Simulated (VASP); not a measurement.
These are PBEsol GGA, VASP's PBE PAW potentials (set 64) (plane waves; VASP) values and carry that method's errors.

Input for VASP

File KPOINTS:
```
Automatic mesh
0
G
  8 8 8
```

**POSCAR**
```
SrCl2
1
   -0.0000000000     3.4596489133     3.4596489133
    3.4596489133    -0.0000000000     3.4596489133
    3.4596489133     3.4596489133    -0.0000000000
Sr Cl
1 2
Direct
  0.0000000000   0.0000000000   0.0000000000
  0.2500000000   0.2500000000   0.2500000000
  0.7500000000   0.7500000000   0.7500000000
```

### INCAR
```
ALGO  =  Fast   ! Davidson, then RMM-DIIS
PREC  =  Normal
IBRION  =  2   ! conjugate gradients
SYSTEM  =  SrCl2
EDIFF  =  1E-5
SIGMA  =  0.05   ! width (eV)
LCHARG  =  .FALSE.
ENCUT  =  400
ISMEAR  =  0
NELM  =  100
GGA  =  PS   ! PBEsol
LASPH  =  .TRUE.   ! aspherical one-centre terms
LMAXMIX  =  4
LREAL  =  .FALSE.
ISIF  =  2
EDIFFG  =  -0.03   ! ionic stop
NELMIN  =  4
LWAVE  =  .FALSE.
NSW  =  20   ! most ionic steps
```

POTCAR, in this order: Sr_sv Cl (PBE.64 set). Program: vasp_std.

Predict the energy per atom (σ→0), band gap (on the k-mesh).

```yaml
energy per atom (σ→0): -4.447 eV/atom
band gap (on the k-mesh): 5.22 eV
```

**OSZICAR**
```
...
RMM:   9    -0.133405900564E+02   -0.78052E-03   -0.10874E-02  1110   0.493E-01    0.276E-01
RMM:  10    -0.133416147170E+02   -0.10247E-02   -0.34558E-03  1132   0.297E-01    0.148E-01
RMM:  11    -0.133419994871E+02   -0.38477E-03   -0.18833E-03  1161   0.178E-01    0.155E-01
RMM:  12    -0.133420828575E+02   -0.83370E-04   -0.56673E-04  1020   0.911E-02    0.479E-02
RMM:  13    -0.133421226109E+02   -0.39753E-04   -0.31062E-04   987   0.702E-02    0.253E-02
RMM:  14    -0.133421343103E+02   -0.11699E-04   -0.11854E-04   769   0.370E-02    0.185E-02
RMM:  15    -0.133421396227E+02   -0.53124E-05   -0.56315E-05   720   0.281E-02
   1 F= -.13342140E+02 E0= -.13342140E+02  d E =-.133421E+02
```

The compound is SrCl2 in the fluorite structure. It was relaxed first.
